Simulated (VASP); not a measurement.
Output of a VASP run:

File OUTCAR:
```
 ion  position               nearest neighbor table
   1  0.222  0.111  0.250-  37 1.85  36 1.89  48 1.90  44 1.90   2 3.09  14 3.09  16 3.09  10 3.09
                            12 3.09   9 3.13  24 3.13  32 3.13  17 3.13  13 3.13   5 3.13   4 3.14
   2  0.111  0.222  0.000-  38 1.90  41 1.90  61 1.90  37 1.92   7 3.06   3 3.09   1 3.09  24 3.09
                            26 3.09   5 3.10  14 3.13  25 3.13  10 3.13  33 3.13  18 3.13   6 3.13
   3  0.222  0.111  0.750-  39 1.89  50 1.90  46 1.90  38 1.91   4 3.07   2 3.09  14 3.09  16 3.09
                            10 3.09  12 3.09  11 3.13  26 3.13  34 3.13  19 3.13  15 3.13   7 3.15
   4  0.104  0.219  0.505-  59 1.86  39 1.88  36 1.93  26 3.02   3 3.07  35 3.08  27 3.08   7 3.08
                            24 3.09   8 3.10   5 3.13  12 3.13   1 3.14  16 3.18  71 3.20
   5  0.221  0.444  0.252-  37 1.90  52 1.91  40 1.94   8 3.04  71 3.07   6 3.10   2 3.10  18 3.11
                            28 3.12  24 3.12   9 3.13   4 3.13   1 3.13  20 3.14  17 3.14
   6  0.111  0.556  0.000-  40 1.87  45 1.90  65 1.90  41 1.90   7 3.05   9 3.09  11 3.09  28 3.09
                            30 3.09   5 3.10  10 3.13  18 3.13  29 3.13  21 3.13  25 3.13   2 3.13
   7  0.216  0.443  0.752-  42 1.85  39 1.89  41 1.89  54 1.96   6 3.05   2 3.06   8 3.07  30 3.08
                             4 3.08  18 3.10  26 3.10  11 3.11   3 3.15  71 3.15  22 3.16  19 3.18
   8  0.113  0.553  0.500-  42 1.87  63 1.92  43 1.95   5 3.04   7 3.07  71 3.08   9 3.10  28 3.10
                             4 3.10  11 3.10  30 3.10  23 3.13  27 3.13  12 3.16  31 3.16
   9  0.222  0.778  0.250-  40 1.89  44 1.90  56 1.90  43 1.91  10 3.09  12 3.09  21 3.09  23 3.09
                             6 3.09   8 3.10   5 3.13   1 3.13  32 3.13  28 3.13  13 3.13  20 3.13
  10  0.111  0.889  0.000-  45 1.90  38 1.90  69 1.90  44 1.91   9 3.09  11 3.09   1 3.09   3 3.09
                            32 3.09  34 3.09   6 3.13  21 3.13  33 3.13   2 3.13  29 3.13  14 3.13
  11  0.222  0.778  0.750-  46 1.90  58 1.90  45 1.91  42 1.94  10 3.09  12 3.09  21 3.09  23 3.09
                             6 3.09   8 3.10   7 3.11   3 3.13  34 3.13  30 3.13  15 3.13  22 3.13
  12  0.111  0.889  0.500-  43 1.89  36 1.90  67 1.90  46 1.91   9 3.09  11 3.09   1 3.09   3 3.09
                            32 3.09  34 3.09   4 3.13  23 3.13  35 3.13  31 3.13  16 3.13   8 3.16
  13  0.556  0.111  0.250-  60 1.90  56 1.90  48 1.90  47 1.91  25 3.09  27 3.09  21 3.09  23 3.09
                            14 3.09  16 3.09  17 3.13  24 3.13  20 3.13  28 3.13   9 3.13   1 3.13
  14  0.444  0.222  0.000-  38 1.90  53 1.90  49 1.90  48 1.91   1 3.09   3 3.09  17 3.09  19 3.09
                            13 3.09  15 3.09   2 3.13  21 3.13  10 3.13  18 3.13  25 3.13  29 3.13
  15  0.556  0.111  0.750-  62 1.90  58 1.90  50 1.90  49 1.91  25 3.09  27 3.09  21 3.09  23 3.09
                            14 3.09  16 3.09  26 3.13  19 3.13  22 3.13  30 3.13  11 3.13   3 3.13
  16  0.444  0.222  0.500-  47 1.90  51 1.91  50 1.91  36 1.94   1 3.09   3 3.09  17 3.09  19 3.09
                            13 3.09  15 3.09  23 3.13  12 3.13  27 3.13  31 3.13  71 3.16   4 3.18
  17  0.556  0.444  0.250-  52 1.86  48 1.90  64 1.90  51 1.95  14 3.09  16 3.09  29 3.09  31 3.09
                            18 3.09  71 3.10  28 3.13  13 3.13  32 3.13   1 3.13  20 3.13   5 3.14
  18  0.444  0.556  0.000-  41 1.90  57 1.90  53 1.90  52 1.95  20 3.09  22 3.09  17 3.09  19 3.09
                             7 3.10   5 3.11  21 3.13   6 3.13   2 3.13  33 3.13  29 3.13  14 3.13
  19  0.556  0.444  0.750-  50 1.90  66 1.90  53 1.91  54 1.95  14 3.09  16 3.09  29 3.09  31 3.09
                            18 3.09  71 3.11  15 3.13  30 3.13  34 3.13   3 3.13  22 3.13   7 3.18
  20  0.556  0.778  0.250-  55 1.86  68 1.90  56 1.90  52 1.92  71 3.06  35 3.09  33 3.09  18 3.09
                            23 3.09  21 3.09  32 3.13  13 3.13  24 3.13   9 3.13  17 3.13   5 3.14
  21  0.444  0.889  0.000-  45 1.90  49 1.90  57 1.90  56 1.91   9 3.09  11 3.09  13 3.09  15 3.09
                            20 3.09  22 3.09  10 3.13  18 3.13  14 3.13   6 3.13  25 3.13  33 3.13
  22  0.556  0.778  0.750-  54 1.87  70 1.90  58 1.90  57 1.91  71 3.08  35 3.09  33 3.09  18 3.09
                            23 3.09  21 3.09  34 3.13  15 3.13  26 3.13  19 3.13  11 3.13   7 3.16
  23  0.444  0.889  0.500-  43 1.88  47 1.90  55 1.91  58 1.91   9 3.09  11 3.09  13 3.09  15 3.09
                            20 3.09  22 3.09  71 3.10   8 3.13  12 3.13  16 3.13  27 3.13  35 3.13
  24  0.889  0.111  0.250-  60 1.90  68 1.90  59 1.91  37 1.95  25 3.09  27 3.09  33 3.09  35 3.09
                             2 3.09   4 3.09   5 3.12  13 3.13  28 3.13   1 3.13  32 3.13  20 3.13
  25  0.778  0.222  0.000-  61 1.90  49 1.90  65 1.90  60 1.91  24 3.09  26 3.09  13 3.09  15 3.09
                            28 3.09  30 3.09   2 3.13  33 3.13  21 3.13   6 3.13  14 3.13  29 3.13
  26  0.889  0.111  0.750-  62 1.90  70 1.90  61 1.91  39 1.92   4 3.02  25 3.09  27 3.09  33 3.09
                            35 3.09   2 3.09   7 3.10  15 3.13  30 3.13  34 3.13   3 3.13  22 3.13
  27  0.778  0.222  0.500-  59 1.90  47 1.90  63 1.90  62 1.91   4 3.08  24 3.09  26 3.09  13 3.09
                            15 3.09  28 3.09  30 3.09  35 3.13  23 3.13  31 3.13  16 3.13   8 3.13
  28  0.889  0.444  0.250-  60 1.90  64 1.90  63 1.91  40 1.92  25 3.09  27 3.09   6 3.09  29 3.09
                            31 3.09   8 3.10   5 3.12  17 3.13  24 3.13  13 3.13   9 3.13  32 3.13
  29  0.778  0.556  0.000-  69 1.90  53 1.90  65 1.90  64 1.91  32 3.09  34 3.09  17 3.09  19 3.09
                            28 3.09  30 3.09  33 3.13   6 3.13  10 3.13  25 3.13  18 3.13  14 3.13
  30  0.889  0.444  0.750-  62 1.90  66 1.90  65 1.91  42 1.93   7 3.08  25 3.09  27 3.09   6 3.09
                            29 3.09  31 3.09   8 3.10  26 3.13  19 3.13  15 3.13  11 3.13  34 3.13
  31  0.778  0.556  0.500-  51 1.86  67 1.90  63 1.90  66 1.91  32 3.09  34 3.09  17 3.09  19 3.09
                            28 3.09  30 3.09  35 3.13  12 3.13  27 3.13  16 3.13  71 3.14   8 3.16
  32  0.889  0.778  0.250-  68 1.90  64 1.90  44 1.90  67 1.91  33 3.09  35 3.09  29 3.09  31 3.09
                            10 3.09  12 3.09  20 3.13   9 3.13  24 3.13   1 3.13  17 3.13  28 3.13
  33  0.778  0.889  0.000-  69 1.90  57 1.90  61 1.90  68 1.91  32 3.09  34 3.09  20 3.09  22 3.09
                            24 3.09  26 3.09  29 3.13  10 3.13  25 3.13   2 3.13  18 3.13  21 3.13
  34  0.889  0.778  0.750-  70 1.90  66 1.90  46 1.90  69 1.91  33 3.09  35 3.09  29 3.09  31 3.09
                            10 3.09  12 3.09  22 3.13  11 3.13  26 3.13   3 3.13  19 3.13  30 3.13
  35  0.778  0.889  0.500-  67 1.90  59 1.90  70 1.91  55 1.93   4 3.08  32 3.09  34 3.09  20 3.09
                            22 3.09  24 3.09  26 3.09  71 3.11  31 3.13  12 3.13  27 3.13  23 3.13
  36  0.219  0.110  0.438-   1 1.89  12 1.90   4 1.93  16 1.94
  37  0.117  0.223  0.192-   1 1.85   5 1.90   2 1.92  24 1.95
  38  0.222  0.111  0.941-   2 1.90  14 1.90  10 1.90   3 1.91
  39  0.114  0.224  0.692-   4 1.88   3 1.89   7 1.89  26 1.92
  40  0.111  0.559  0.186-   6 1.87   9 1.89  28 1.92   5 1.94
  41  0.222  0.444  0.941-   7 1.89   2 1.90  18 1.90   6 1.90
  42  0.113  0.552  0.686-   7 1.85   8 1.87  30 1.93  11 1.94
  43  0.225  0.781  0.440-  23 1.88  12 1.89   9 1.91   8 1.95
  44  0.111  0.889  0.191-   9 1.90   1 1.90  32 1.90  10 1.91
...
```

File OSZICAR:
```
...
RMM:   5    -0.523403946378E+03    0.18573E-04   -0.16600E-04   724   0.289E-02    0.169E-02
RMM:   6    -0.523403951443E+03   -0.50642E-05   -0.42810E-05   539   0.145E-02
   7 F= -.52340395E+03 E0= -.52340395E+03  d E =-.250318E-01  mag=     2.0000
       N       E                     dE             d eps       ncg     rms          rms(c)
DAV:   1    -0.523410860950E+03   -0.69146E-02   -0.15848E+00   728   0.320E+00    0.225E-01
RMM:   2    -0.523412505550E+03   -0.16446E-02   -0.26590E-02   720   0.411E-01    0.216E-01
RMM:   3    -0.523412672926E+03   -0.16738E-03   -0.50336E-03   795   0.166E-01    0.120E-01
RMM:   4    -0.523412450257E+03    0.22267E-03   -0.96483E-04   725   0.728E-02    0.949E-02
RMM:   5    -0.523412379136E+03    0.71121E-04   -0.73462E-04   720   0.576E-02    0.315E-02
RMM:   6    -0.523412385486E+03   -0.63503E-05   -0.14589E-04   738   0.273E-02    0.226E-02
RMM:   7    -0.523412382799E+03    0.26877E-05   -0.34407E-05   496   0.129E-02
   8 F= -.52341238E+03 E0= -.52341238E+03  d E =-.843136E-02  mag=     2.0000
       N       E                     dE             d eps       ncg     rms          rms(c)
DAV:   1    -0.523412536862E+03   -0.15138E-03   -0.50621E-02   832   0.572E-01    0.414E-02
RMM:   2    -0.523412597682E+03   -0.60820E-04   -0.89261E-04   720   0.755E-02    0.398E-02
RMM:   3    -0.523412603825E+03   -0.61428E-05   -0.16444E-04   751   0.304E-02    0.231E-02
RMM:   4    -0.523412596689E+03    0.71362E-05   -0.34612E-05   502   0.139E-02
   9 F= -.52341260E+03 E0= -.52341260E+03  d E =-.864525E-02  mag=     2.0000
       N       E                     dE             d eps       ncg     rms          rms(c)
DAV:   1    -0.523415672029E+03   -0.30682E-02   -0.11397E+00   720   0.272E+00    0.175E-01
RMM:   2    -0.523416837987E+03   -0.11660E-02   -0.17390E-02   720   0.330E-01    0.113E-01
RMM:   3    -0.523416951148E+03   -0.11316E-03   -0.31585E-03   768   0.130E-01    0.718E-02
RMM:   4    -0.523416898579E+03    0.52569E-04   -0.62961E-04   777   0.571E-02    0.548E-02
RMM:   5    -0.523416876590E+03    0.21989E-04   -0.19927E-04   724   0.335E-02    0.200E-02
RMM:   6    -0.523416881767E+03   -0.51768E-05   -0.62334E-05   611   0.179E-02
  10 F= -.52341688E+03 E0= -.52341688E+03  d E =-.428508E-02  mag=     2.0000
       N       E                     dE             d eps       ncg     rms          rms(c)
DAV:   1    -0.523416963686E+03   -0.87096E-04   -0.70946E-02   816   0.679E-01    0.436E-02
RMM:   2    -0.523417045833E+03   -0.82148E-04   -0.11486E-03   720   0.845E-02    0.299E-02
RMM:   3    -0.523417056250E+03   -0.10417E-04   -0.21162E-04   759   0.336E-02    0.202E-02
RMM:   4    -0.523417052642E+03    0.36083E-05   -0.39095E-05   507   0.148E-02
  11 F= -.52341705E+03 E0= -.52341705E+03  d E =-.445595E-02  mag=     2.0000
       N       E                     dE             d eps       ncg     rms          rms(c)
DAV:   1    -0.523418093809E+03   -0.10376E-02   -0.37137E-01   720   0.156E+00    0.106E-01
RMM:   2    -0.523418517185E+03   -0.42338E-03   -0.57499E-03   720   0.189E-01    0.882E-02
RMM:   3    -0.523418566094E+03   -0.48908E-04   -0.10211E-03   800   0.755E-02    0.492E-02
RMM:   4    -0.523418526767E+03    0.39327E-04   -0.18249E-04   728   0.322E-02    0.370E-02
RMM:   5    -0.523418511272E+03    0.15495E-04   -0.10574E-04   711   0.235E-02    0.112E-02
RMM:   6    -0.523418513865E+03   -0.25931E-05   -0.20937E-05   462   0.110E-02
  12 F= -.52341851E+03 E0= -.52341851E+03  d E =-.146122E-02  mag=     2.0000
```

File OUTCAR:
```
------------------------ aborting loop because EDIFF is reached ----------------------------------------
  FORCE on cell =-STRESS in cart. coord.  units (eV):
  Direction    XX          YY          ZZ          XY          YZ          ZX
  --------------------------------------------------------------------------------------
  Total       -9.2938081     -7.5391510    -20.2253646      1.2761823      0.4722899     -0.8789068
  in kB      -19.4773495    -15.8000550    -42.3869838      2.6745387      0.9897939     -1.8419549
  external PRESSURE =     -25.8881295 kB  Pullay stress =       0.0000000 kB
  volume of cell :      764.49
      direct lattice vectors                 reciprocal lattice vectors
     4.693267657 -8.128978018  0.000000000     0.106535582 -0.061508347  0.000000000
     4.693267657  8.128978018  0.000000000     0.106535582  0.061508347  0.000000000
     0.000000000  0.000000000 10.019202616     0.000000000  0.000000000  0.099808342
  FREE ENERGIE OF THE ION-ELECTRON SYSTEM (eV)
  ---------------------------------------------------
  free  energy   TOTEN  =      -523.4185138654 eV

  energy  without entropy=     -523.4185138654  energy(sigma->0) =     -523.41851387

 total charge

# of ion       s       p       d       tot
------------------------------------------
    1        0.360   0.431   0.000   0.791
    2        0.361   0.432   0.000   0.793
    3        0.361   0.434   0.000   0.795
    4        0.374   0.401   0.000   0.775
    5        0.369   0.409   0.000   0.778
    6        0.361   0.432   0.000   0.793
    7        0.358   0.433   0.000   0.791
    8        0.374   0.401   0.000   0.775
    9        0.360   0.431   0.000   0.791
   10        0.361   0.433   0.000   0.794
   11        0.361   0.434   0.000   0.795
   12        0.366   0.435   0.000   0.801
   13        0.361   0.432   0.000   0.792
   14        0.361   0.434   0.000   0.795
   15        0.361   0.434   0.000   0.795
   16        0.362   0.436   0.000   0.799
   17        0.360   0.434   0.000   0.794
   18        0.360   0.426   0.000   0.786
   19        0.360   0.431   0.000   0.791
   20        0.360   0.434   0.000   0.794
   21        0.361   0.434   0.000   0.795
   22        0.360   0.431   0.000   0.791
   23        0.362   0.437   0.000   0.799
   24        0.360   0.433   0.000   0.793
   25        0.361   0.433   0.000   0.794
   26        0.362   0.434   0.000   0.795
   27        0.360   0.432   0.000   0.792
   28        0.360   0.433   0.000   0.793
   29        0.361   0.433   0.000   0.794
   30        0.362   0.434   0.000   0.795
   31        0.362   0.430   0.000   0.792
   32        0.360   0.432   0.000   0.792
   33        0.361   0.433   0.000   0.794
   34        0.361   0.433   0.000   0.793
   35        0.362   0.430   0.000   0.791
   36        1.236   2.577   0.000   3.813
   37        1.232   2.583   0.000   3.815
   38        1.229   2.592   0.000   3.821
   39        1.233   2.583   0.000   3.817
   40        1.232   2.583   0.000   3.814
   41        1.228   2.590   0.000   3.819
   42        1.233   2.583   0.000   3.816
   43        1.236   2.577   0.000   3.812
   44        1.229   2.591   0.000   3.820
   45        1.229   2.592   0.000   3.821
   46        1.229   2.593   0.000   3.822
   47        1.232   2.590   0.000   3.822
   48        1.229   2.595   0.000   3.824
...
```
(Selected blocks of OUTCAR.)

POSCAR:
```
Al35TiN35
1
    4.6932676572    -8.1289780179     0.0000000000
    4.6932676572     8.1289780179     0.0000000000
    0.0000000000     0.0000000000    10.0192026156
Al N Ti
35 35 1
Direct
  0.2222220000   0.1111110000   0.2500000000
  0.1111110000   0.2222220000   0.0000000000
  0.2222220000   0.1111110000   0.7500000000
  0.1041340000   0.2186130000   0.5045970000
  0.2209240000   0.4441890000   0.2520340000
  0.1111110000   0.5555560000   0.0000000000
  0.2164480000   0.4433110000   0.7524590000
  0.1134980000   0.5533420000   0.4998420000
  0.2222220000   0.7777780000   0.2500000000
  0.1111110000   0.8888890000   0.0000000000
  0.2222220000   0.7777780000   0.7500000000
  0.1111110000   0.8888890000   0.5000000000
  0.5555560000   0.1111110000   0.2500000000
  0.4444440000   0.2222220000   0.0000000000
  0.5555560000   0.1111110000   0.7500000000
  0.4444440000   0.2222220000   0.5000000000
  0.5555560000   0.4444440000   0.2500000000
  0.4444440000   0.5555560000   0.0000000000
  0.5555560000   0.4444440000   0.7500000000
  0.5555560000   0.7777780000   0.2500000000
  0.4444440000   0.8888890000   0.0000000000
  0.5555560000   0.7777780000   0.7500000000
  0.4444440000   0.8888890000   0.5000000000
  0.8888890000   0.1111110000   0.2500000000
  0.7777780000   0.2222220000   0.0000000000
  0.8888890000   0.1111110000   0.7500000000
  0.7777780000   0.2222220000   0.5000000000
  0.8888890000   0.4444440000   0.2500000000
  0.7777780000   0.5555560000   0.0000000000
  0.8888890000   0.4444440000   0.7500000000
  0.7777780000   0.5555560000   0.5000000000
  0.8888890000   0.7777780000   0.2500000000
  0.7777780000   0.8888890000   0.0000000000
  0.8888890000   0.7777780000   0.7500000000
  0.7777780000   0.8888890000   0.5000000000
  0.2185810000   0.1098340000   0.4381930000
  0.1174830000   0.2225370000   0.1916140000
  0.2222220000   0.1111110000   0.9410000000
  0.1138260000   0.2235420000   0.6921570000
  0.1111860000   0.5592840000   0.1862720000
  0.2222220000   0.4444440000   0.9410000000
  0.1129440000   0.5523870000   0.6864340000
  0.2245760000   0.7814610000   0.4404330000
  0.1111110000   0.8888890000   0.1910000000
  0.2222220000   0.7777780000   0.9410000000
  0.1111110000   0.8888890000   0.6910000000
  0.5555560000   0.1111110000   0.4410000000
  0.4444440000   0.2222220000   0.1910000000
  0.5555560000   0.1111110000   0.9410000000
  0.4444440000   0.2222220000   0.6910000000
  0.5589760000   0.4472470000   0.4445260000
  0.4448110000   0.5522400000   0.1947370000
  0.5555560000   0.4444440000   0.9410000000
  0.4445240000   0.5604270000   0.6886610000
  0.5537080000   0.7764110000   0.4360540000
  0.4444440000   0.8888890000   0.1910000000
  0.5555560000   0.7777780000   0.9410000000
  0.4444440000   0.8888890000   0.6910000000
  0.8888890000   0.1111110000   0.4410000000
  0.7777780000   0.2222220000   0.1910000000
  0.8888890000   0.1111110000   0.9410000000
  0.7777780000   0.2222220000   0.6910000000
  0.8888890000   0.4444440000   0.4410000000
  0.7777780000   0.5555560000   0.1910000000
  0.8888890000   0.4444440000   0.9410000000
  0.7777780000   0.5555560000   0.6910000000
  0.8888890000   0.7777780000   0.4410000000
  0.7777780000   0.8888890000   0.1910000000
  0.8888890000   0.7777780000   0.9410000000
  0.7777780000   0.8888890000   0.6910000000
  0.4450070000   0.5593730000   0.4989550000
```

Question: Reconstruct the remaining input files.

Answer: One answer among several that fit: the input of the run itself, PBE GGA, plane waves, VASP's PBE PAW potentials (set 64).

KPOINTS:
```
Automatic mesh
0
Gamma
1 1 1
0 0 0
```

**INCAR**
```
# general
SYSTEM  = Al35TiN35
PREC    = Normal
ENCUT   = 400
LREAL   = Auto   # projection in real space or not
LASPH   = T
ISYM    = 0

# electronic loop
EDIFF   = 1E-5
NELM    = 100   # most electronic steps
NELMIN  = 4
ALGO    = Fast   # Davidson, then RMM-DIIS
LMAXMIX = 4

# smearing
ISMEAR  = 0
SIGMA   = 0.05   # width (eV)

# functional
GGA     = PE   # PBE

# spin
ISPIN   = 2   # spin-polarised
MAGMOM  = 71*0.0282
NUPDOWN = 2

# ions
IBRION  = 2
NSW     = 70   # most ionic steps
ISIF    = 2
EDIFFG  = -0.03   # ionic stop

# output
LWAVE   = T
LCHARG  = F
LORBIT  = 10
```

POTCAR, in this order: Al N Ti (PBE.64 set). Program: vasp_gam.

At this cut-off the stress carries a Pulay error, which pulls relaxed volumes low. The supercell is sampled at Γ alone, which is coarse: total energies, pressure and levels can be off, energies of defects by several tenths of an eV.

The cell is a supercell with a defect, built from AlN (wurtzite): Ti_Al-vac_N.
